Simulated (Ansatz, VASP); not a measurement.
In3Cu: VASP beside Ansatz

File INCAR:

```
SYSTEM = In3Cu
PREC = Accurate
ENCUT = 520
EDIFF = 1E-6
ISMEAR = 0
SIGMA = 0.15
LREAL = .FALSE.
LASPH = .TRUE.
NELM = 60
ALGO = Fast
ISIF = 2
LWAVE = .FALSE.
LCHARG = .TRUE.
GGA = CA
LELF = .TRUE.
LVHAR = .TRUE.
NBANDS = 33
```

The input KPOINTS:

```
regular mesh
0
G
  10 10 10
  0 0 0
```

Contents of POSCAR:

```
In3Cu
1.0
    4.2123596621      0.0000000000      0.0000000000
    0.0000000000      4.2123596621      0.0000000000
    0.0000000000      0.0000000000      4.2123596621
In Cu
3 1
Direct
    0.0000000000      0.5000000000      0.5000000000
    0.5000000000      0.0000000000      0.5000000000
    0.5000000000      0.5000000000      0.0000000000
    0.0000000000      0.0000000000      0.0000000000
```

Input for Ansatz:

```yaml
crystal:
  lattice:
    - [4.2123596621, 0.0, 0.0]
    - [0.0, 4.2123596621, 0.0]
    - [0.0, 0.0, 4.2123596621]
  atoms:
    - { symbol: In, position: [0.0, 0.5, 0.5] }
    - { symbol: In, position: [0.5, 0.0, 0.5] }
    - { symbol: In, position: [0.5, 0.5, 0.0] }
    - { symbol: Cu, position: [0.0, 0.0, 0.0] }
basis:
  ecutwfc: 520.0
kpoints:
  mp_grid: { grid: [10, 10, 10] }
hamiltonian:
  xc: lda
scf:
  occupations: { method: gaussian, width: 0.15 }
output:
  forces: true
  stress: true
  eigenvalues: true
```

Alike in both runs: task single point; functional LDA; k mesh 10 × 10 × 10; occupations gaussian, width 0.15 eV; no spin polarisation.

|  | VASP | Ansatz |
| --- | --- | --- |
| version | VASP 6.6.1 | Ansatz 0.2.0 |
| potentials or method | VASP PAW LDA potentials, release 64 (In_d, Cu) | scalar-relativistic, plane waves, PAW |
| plane-wave cutoff (eV) | 520 | 520 |
| valence electrons in the cell | 50 | 58 |

|  | VASP | Ansatz | Ansatz less VASP |
| --- | --- | --- | --- |
| gap on the k mesh at the Fermi level (eV) | none | none | - |
| pressure (GPa) | 6.3 | 6.3 | -0.06 |

A gap of «none» marks a metal or a gap that the smearing closes. The two sets of potentials don't hold the same shells in valence.
